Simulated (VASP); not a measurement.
Given:

```
Cd
1.0
    1.49000    -2.58076     0.00000
    1.49000     2.58076     0.00000
    0.00000     0.00000     5.62000
Cd
2
Direct
  0.33333   0.66667   0.25000
  0.66667   0.33333   0.75000
```

Computed with PBE GGA, VASP's PBE PAW potentials (set 64) (plane waves; VASP). Settings: EDIFF = 1E-4, 400 eV cut-off, 13×13×6 Γ-centred mesh, first-order Methfessel-Paxton smearing of 0.10 eV, potentials Cd.

Problem. Give the stress tensor in GPa (positive for a compressed cell).

Solution. 
```
2.61  0.00  0.00
0.00  2.61  0.00
0.00  0.00  1.10
```
The pressure is its mean diagonal, 2.11 GPa.

The compound is Cd in the hcp structure. The cell was not relaxed at this level. The run is one of a series of settings (EDIFF = 1E-4 against the base run), some of them coarse on purpose.
